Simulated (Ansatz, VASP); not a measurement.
# TiB2: VASP beside Ansatz, part 2 of 2

Wanted: the spread between two codes on one cell, functional and k mesh. The cell is taken from a series of runs on this material, whose earlier steps may have relaxed, scaled, displaced or heated it; both programs get it as it stands.

VASP 6.6.1 and Ansatz 0.2.0.

So far: Starting point; VASP: zone-centre phonons, LDA.

## 3. Ansatz: zone-centre phonons, LDA

Level of this step: Ansatz beside VASP: Kohn-Sham DFT, plane waves, LDA (Ansatz).

Ansatz runs on its PAW soft_1 files.

The same cell, functional (in two slightly different forms), mesh and smearing now go to Ansatz, which takes its cutoff from its data sets.

Contents of input.yaml:

```yaml
crystal:
  lattice:
    - [2.9937943162, 0.0, 0.0]
    - [-1.4968971581, 2.5927019315, 0.0]
    - [0.0, 0.0, 3.1594541064]
  atoms:
    - { symbol: Ti, position: [0.0, 0.0, 0.0] }
    - { symbol: B, position: [0.3333333333, 0.6666666667, 0.5] }
    - { symbol: B, position: [0.6666666667, 0.3333333333, 0.5] }
kpoints:
  mp_grid: { grid: [21, 21, 16] }
hamiltonian:
  xc: lda
  pseudopotentials: { kind: paw, azcp: { folder: soft_1 }, xc_functional: pbe }
scf:
  occupations: { method: methfessel_paxton, width: 0.2 }
output:
  eigenvalues: true
phonons:
  method: dfpt
```

Command:

```console
> ansatz run input.yaml --threads 4 --pin off --max-ram 15360MiB --backend cpu --events-out ev --progress --plain --runs-dir out
```

Numbers of over 12 decimals in the logs are rounded to 6 here.

The log of the run:

```text
zone centre: on kpoints.mp_grid the ground state, and the responses unless they are solved on pairs of k-points, stand on 1089 of the mesh's 7056 k-points, reduced under 4 symmetry operations, with k and −k counted as one. Each operation leaves every solved displacement unchanged or reverses it
Engine: ansatz 0.2.0, aarch64-unknown-linux-gnu
Pseudopotentials: kind: paw
Pseudopotential: Ti, paw, valence charge 12, recommended cutoff 420 eV (normal), soft_1/Ti.paw.azcp
Pseudopotential: B, paw, valence charge 3, recommended cutoff 420 eV (normal), soft_1/B.paw.azcp
Functional definition: SPW92
  exchange = slater_x
  correlation = pw_c
Crystal: 3 atoms, lattice volume = 24.524 Å³
Basis set: ecut = 420 eV, 467 PW (Γ), exchange–correlation on 48×48×48 points (8 copies of the dense FFT grid, shifted against one another)
Bands: 13, of which v1, the nominal top of the filled ones, is band 9 counted from 1 (8 counted from 0)
Symmetry: 24 space group operations
k-points: 1089 of 7056 (irreducible under 4 space group operations, time reversal used)
Non-local potential: Ti, projectors of the file, l = 0: 3, l = 1: 2, l = 2: 3, l = 3: 1
Non-local potential: B, projectors of the file, l = 0: 2, l = 1: 2, l = 2: 1
PAW form: soft (Blöchl's): semilocal exchange-correlation on the pseudo side does not see the compensation charge
PAW frozen core: Ti, regenerated for the run's functional, and the local potential with it (the file was generated under x = pbe(κ = 0.804, μ = 0.219515), c = pbe(β = 0.066725))
PAW frozen core: B, regenerated for the run's functional, and the local potential with it (the file was generated under x = pbe(κ = 0.804, μ = 0.219515), c = pbe(β = 0.066725))
PAW one-centre angular grid: Ti, 590 points (default); XC on 64 Gauss nodes
PAW one-centre angular grid: B, 110 points (default); XC on 64 Gauss nodes
Initial density: superposition of atomic densities (chi_scale 0.1, normalization cell, long waves kept (reshape's long-wave potential 0.00 eV rms))
Initial wavefunctions: pseudopotential atomic-orbital guess
Functional: x = slater, c = lda
SCF iter   1: F=—  HF=-2754.550360 eV  |F-HF|=—  |Δ(HF+E_count)|=         —  Δρ=1.12e-1  dr2=4.81e0  ethr=3.10e-3  ⟨swp⟩=4.3  Hψ=67058  notcnv=0
preconditioner: auto → none  [metal: Δε(μ)=0.029 eV  Ē_g=9.667 eV  σ=0.200 eV  W_gap=0.12  n_scr=8 (ndim 8)  ℏωp=23.7 eV  f_vac=0.000  D(μ)=0.37/eV (n_scr^D=0)  sad-step TF]
SCF iter   2: F=—  HF=-2753.895830 eV  |F-HF|=—  |Δ(HF+E_count)|=   6.55e-1  S|Δr|=    0.00e0  Δρ=7.47e-2  dr2=2.30e0  ethr=3.10e-3  ⟨swp⟩=2.0  Hψ=27051  notcnv=0
SCF iter   3: F=—  HF=-2753.317134 eV  |F-HF|=—  |Δ(HF+E_count)|=   5.79e-1  S|Δr|=    0.00e0  Δρ=9.16e-3  dr2=2.41e-2  ethr=3.10e-3  ⟨swp⟩=3.1  Hψ=27704  notcnv=0
SCF iter   4: F=—  HF=-2753.314403 eV  |F-HF|=—  |Δ(HF+E_count)|=   2.73e-3  S|Δr|=    0.00e0  Δρ=1.04e-3  dr2=3.15e-4  ethr=1.34e-4  ⟨swp⟩=2.0  Hψ=25374  notcnv=0
SCF iter   5: F=—  HF=-2753.314405 eV  |F-HF|=—  |Δ(HF+E_count)|=   2.73e-6  S|Δr|=    0.00e0  Δρ=3.43e-4  dr2=4.78e-5  ethr=1.75e-6  ⟨swp⟩=2.1  Hψ=19511  notcnv=0
SCF iter   6: F=—  HF=-2753.314396 eV  |F-HF|=—  |Δ(HF+E_count)|=   8.81e-6  S|Δr|=    0.00e0  Δρ=7.53e-5  dr2=1.56e-6  ethr=2.66e-7  ⟨swp⟩=2.4  Hψ=19854  notcnv=0
SCF iter   7: F=—  HF=-2753.314396 eV  |F-HF|=—  |Δ(HF+E_count)|=   7.73e-7  S|Δr|=    0.00e0  Δρ=4.90e-6  dr2=4.94e-9  ethr=8.66e-9  ⟨swp⟩=2.9  Hψ=22642  notcnv=0
SCF iter   8: F=—  HF=-2753.314396 eV  |F-HF|=—  |Δ(HF+E_count)|=   3.01e-9  S|Δr|=    0.00e0  Δρ=9.36e-7  dr2=2.29e-10  ethr=2.75e-11  ⟨swp⟩=2.1  Hψ=21896  notcnv=0
SCF iter   9: F=-2753.314396 eV  HF=-2753.314396 eV  |F-HF|=8.64e-12  |Δ(HF+E_count)|=  6.68e-11  S|Δr|=    0.00e0  Δρ=1.77e-7  dr2=9.35e-12  ethr=1.00e-12  ⟨swp⟩=3.6  Hψ=59844  notcnv=0
the search or the solves at the SCF's close seem to have found levels that the self-consistency loop had missed (the run counts 2). By its estimate they hold under 1e-12 electrons; where the run keeps them, the occupations were computed again with them
SCF 1 converged in 9 iterations: F = -2753.314396 eV  dr2 = 9.35e-12
  greatest PAW one-centre occupation: 0.998 electrons in one spin orbital (limit 2), on the Ti atom at site 0 (counted from 0), in its partial waves of l = 0
DFPT response loops at Γ: preconditioner auto → Kerker (q_TF=auto, 2.591 Å⁻¹) (partly filled bands, converged f_vac=0.000); β = 1.00, the filter's whole step (`scf.mixing.beta` (0.50) is not read by the response loops under this deck's `scf.mixing.preconditioner`; to damp them name `kerker` or `kerker_dos`, under which they read `scf.mixing.beta`, and type it under 1.00, their step now; both keys bind the ground state too); Broyden in place of MSR1
SCF converged after 9 iterations
Stability not checked: this state was not tested for a lower state beside it, because cold or Methfessel-Paxton smearing, or corrected tetrahedra, fill the levels in a way that the test cannot read (fill_not_monotonic; see scf.lower_state_search)
Free energy (F): -2753.314396 eV
Harris-Foulkes:  -2753.314396 eV  (|F-HF|=8.64e-12)
Internal energy: -2753.314923 eV  (E = F + TS)
E sigma→0 (E₀):  -2753.314527 eV
Entropy (-TS):   0.000527 eV (0.176 meV/atom)
Fermi energy:    15.572946 eV
--- Per-component energies (eV) ---
  E_band       = -83.742338
  E_kinetic    = 387.175554
  E_local      = -820.330373  (includes V_loc(G=0)·N_el)
  E_nonlocal   = 81.469499
  E_hartree    = 338.058944
  E_xc         = -184.398559
  E_vxc        = -227.279171  (∫ρ·V_xc dr)
  E_paw        = -1138.372774  (= ΣΔE_a)
  E_vpaw       = -180.895772  (= ΣTr[D̂ρ^β])
  E_aug_tail   = -0.000068  (compensation charges beyond the density's cutoff)
  E_ewald      = -1417.334765
  E_core_change = 0.417619  (= ΣΔE_core)
  E_smearing   = 0.000527  (= −TS)
  E_closure    = -0.000000  (closes the sum)
  Σ components = -2753.314396   (vs F -2753.314396, Δ=0.00e0)
--- Band table (eV; the first three rows and the last of 1089) ---
  k-point 0: bands = [... 5 lower, 12.7749, 12.7749, 13.3323, 13.3703, 17.5550, 17.5550, 19.4493, 19.4493]
  k-point 1: bands = [... 5 lower, 12.5541, 12.8187, 12.8187, 14.0956, 17.3991, 17.3991, 19.3505, 19.3505]
  k-point 2: bands = [... 5 lower, 11.7167, 12.9490, 12.9490, 14.7855, 17.0230, 17.0230, 19.0664, 19.0664]
  k-point 1088: bands = [... 5 lower, 8.6090, 10.2969, 11.2304, 12.8159, 18.1080, 18.7130, 19.4935, 20.4081]
--- Phonons (Γ-DFPT): 4 representative perturbations + reference, on 1089 of 7056 k-points (Σ response iterations 12) ---
  k mesh reduced under 4 symmetry operations, with k and −k counted as one. Each operation leaves every solved displacement unchanged or reverses it
  ASR residual: 8.712e-5 → 0.000e0 eV/Å²; symmetrization residual: 2.923e-7 eV/Å²
  ASR residual per site (eV/Å²): 8.71e-5 1.99e-6 1.99e-6
  Γ frequencies (cm⁻¹): 0.00 0.00 0.00 535.36 535.36 540.22 571.73 913.96 913.96
  non-analytic LO–TO correction: not included (Born effective charges unavailable; polar crystals: no LO–TO splitting at Γ)
```

In the SCF lines HF is the Harris–Foulkes energy and dr2 the Hartree energy of the density residual, in eV; the loop may stop once dr2 is under the threshold and the program's other checks hold. Hψ counts applications of the Hamiltonian.

## 4. Differences

Known differences besides the potentials themselves: the two LDA forms differ slightly; the cutoff is 420 eV in Ansatz and 500 eV in VASP; VASP's log shows a relativistic correction to its local exchange, Ansatz's none. Total energies have different zeros and are not compared.

The two programs side by side:

| quantity | Ansatz | VASP | difference |
| --- | --- | --- | --- |
| optical mode 1 to 2 (cm⁻¹) | 535.4 | 535.9 | -0.10 % |
| optical mode 3 (cm⁻¹) | 540.2 | 541.9 | -0.30 % |
| optical mode 4 (cm⁻¹) | 571.7 | 572.4 | -0.12 % |
| optical mode 5 to 6 (cm⁻¹) | 914.0 | 915.9 | -0.21 % |

Modes are paired by rising frequency, not by their patterns, so a pair may set unlike modes beside each other; they are those without the splitting of longitudinal modes.

## 5. Outcome

```yaml
r_m_s_difference_of_the_optical_zone_centre_modes_each_program_s_sorted_by_frequency_zone_centre_phonons_lda: 1.4 cm⁻¹
```

What this shows: The r.m.s. difference of the optical zone-centre modes, each program's sorted by frequency is 1.4 cm⁻¹ (zone-centre phonons, LDA). How closely two codes agree says nothing of how well the functional describes the real material.

[Lines on the potential files, build, host, timing and source positions are cut from VASP's logs without a mark.]

[Logs are printed without paths, hosts, clocks, repeated set-up lines and the standing remarks that a program may print on its own settings, such as how far it seeks lower states.]

[Hosts, paths, dates, database ids (printed as entryN), source tags and the programs' standing remarks are cut or masked in the printed files.]
